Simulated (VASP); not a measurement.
Data:

```yaml
crystal:
  lattice:
    - [3.94104, 0.00000, 0.00000]
    - [0.00000, 3.94104, 0.00000]
    - [0.00000, 0.00000, 3.94104]
  atoms:
    - { symbol: Ti, position: [0.00000, 0.00000, 0.00000] }
    - { symbol: Pt, position: [0.00000, 0.50000, 0.50000] }
    - { symbol: Pt, position: [0.50000, 0.00000, 0.50000] }
    - { symbol: Pt, position: [0.50000, 0.50000, 0.00000] }
```

Method: revTPSS meta-GGA, VASP's PBE PAW potentials (set 64) (plane waves; VASP). Run with 520 eV cut-off, 8×8×8 Γ-centred mesh, first-order Methfessel-Paxton smearing of 0.10 eV, potentials Ti_sv Pt.

Unless said otherwise, spin-orbit coupling is left out, though it shifts the bands of the heavy elements here.

### Question
What does the run give for the energy per atom (σ→0), pressure, band gap (on the k-mesh) with the smallest direct gap where there is one?

### Answer

- band gap (on the k-mesh): none (metal, semimetal or under 0.01 eV)
- energy per atom (σ→0): 23.203 eV/atom
- pressure: -7.31 GPa

The absolute energy has meaning only against runs of the same code, potentials and settings.

The compound is Pt3Ti in the L1_2 structure. This cell is one point of a volume scan, at 1.03 of the reference volume.
